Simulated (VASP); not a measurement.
All values below come from PBEsol GGA with spin-orbit coupling, VASP's PBE PAW potentials (set 64) (plane waves; VASP).

Input for VASP

**POSCAR**
```
Sb
1
    0.0000000000     2.3588529223     2.3588529223
    2.3588529223     0.0000000000     2.3588529223
    2.3588529223     2.3588529223     0.0000000000
Sb
1
Direct
  0.0000000000   0.0000000000   0.0000000000
```

### INCAR
```
ENCUT = 400   # plane-wave cut-off (eV)
GGA = PS   # PBEsol
LSORBIT = .TRUE.
LCHARG = .FALSE.
MAGMOM = 0 0 0
PREC = Accurate
SIGMA = 0.05   # width (eV)
ISMEAR = 0
LMAXMIX = 4   # l cut-off of mixed one-centre charges
NELM = 100
LWAVE = .FALSE.
LREAL = .FALSE.
GGA_COMPAT = .FALSE.
LASPH = .TRUE.   # aspherical one-centre terms
ALGO = Normal   # blocked Davidson
EDIFF = 1E-6   # SCF stop (eV)
SYSTEM = Sb
```

KPOINTS_OPT:
```
k-points along high-symmetry lines
8
Line-mode
Reciprocal
  0.000000   0.000000   0.000000 ! GAMMA
  0.500000   0.000000   0.500000 ! X

  0.500000   0.000000   0.500000 ! X
  0.625000   0.250000   0.625000 ! U

  0.375000   0.375000   0.750000 ! K
  0.000000   0.000000   0.000000 ! GAMMA

  0.000000   0.000000   0.000000 ! GAMMA
  0.500000   0.500000   0.500000 ! L

  0.500000   0.500000   0.500000 ! L
  0.500000   0.250000   0.750000 ! W

  0.500000   0.250000   0.750000 ! W
  0.500000   0.000000   0.500000 ! X
```

File KPOINTS:
```
Automatic mesh
0
Gamma
12 12 12
0 0 0
```

POTCAR, in this order: Sb (PBE.64 set). Program: vasp_ncl.

Output

**OSZICAR**
```
       N       E                     dE             d eps       ncg     rms          rms(c)
DAV:   1     0.103216178502E+02    0.10322E+02   -0.14678E+03  1728   0.506E+02
DAV:   2    -0.377118024973E+01   -0.14093E+02   -0.13486E+02  2352   0.922E+01
DAV:   3    -0.436682720801E+01   -0.59565E+00   -0.59053E+00  2096   0.188E+01
DAV:   4    -0.437102293836E+01   -0.41957E-02   -0.41954E-02  1972   0.200E+00
DAV:   5    -0.437106514546E+01   -0.42207E-04   -0.42207E-04  1988   0.210E-01    0.204E+00
DAV:   6    -0.436735692854E+01    0.37082E-02   -0.13128E-03  1928   0.249E-01    0.119E+00
DAV:   7    -0.436566459856E+01    0.16923E-02   -0.90646E-04  1888   0.208E-01    0.695E-01
DAV:   8    -0.436525950056E+01    0.40510E-03   -0.48944E-04  1924   0.153E-01    0.232E-02
DAV:   9    -0.436525603424E+01    0.34663E-05   -0.86454E-06  1932   0.295E-02    0.316E-03
DAV:  10    -0.436525595051E+01    0.83725E-07   -0.10474E-07  1300   0.378E-03
   1 F= -.43652560E+01 E0= -.43643976E+01  d E =-.171669E-02  mag=    -0.0000    -0.0000    -0.0000
       N       E                     dE             ncg
```

OUTCAR:
```
------------------------ aborting loop because EDIFF is reached ----------------------------------------
  FORCE on cell =-STRESS in cart. coord.  units (eV):
  Direction    XX          YY          ZZ          XY          YZ          ZX
  --------------------------------------------------------------------------------------
  Total        0.0544949      0.0544949      0.0544949     -0.0000000      0.0000000      0.0000000
  in kB        3.3260860      3.3260860      3.3260860     -0.0000000      0.0000000      0.0000000
  external PRESSURE =       3.3260860 kB  Pullay stress =       0.0000000 kB
  volume of cell :       26.25
      direct lattice vectors                 reciprocal lattice vectors
     0.000000000  2.358852922  2.358852922    -0.211967434  0.211967434  0.211967434
     2.358852922  0.000000000  2.358852922     0.211967434 -0.211967434  0.211967434
     2.358852922  2.358852922  0.000000000     0.211967434  0.211967434 -0.211967434
 POSITION                                       TOTAL-FORCE (eV/Angst)
 -----------------------------------------------------------------------------------
      0.00000      0.00000      0.00000         0.000000      0.000000     -0.000000
 -----------------------------------------------------------------------------------
    total drift:                               -0.000000      0.000000     -0.000000
  FREE ENERGIE OF THE ION-ELECTRON SYSTEM (eV)
  ---------------------------------------------------
  free  energy   TOTEN  =        -4.3652559505 eV

  energy  without entropy=       -4.3635392647  energy(sigma->0) =       -4.36439761

 Ion:    1  E_soc:     -0.1465742
```
(Selected blocks of OUTCAR.)

The structure comes from a measured Sb entry (Fm-3m) of the Crystallography Open Database, whose conditions weren't checked. It was relaxed first, which changed the volume by +7 %.
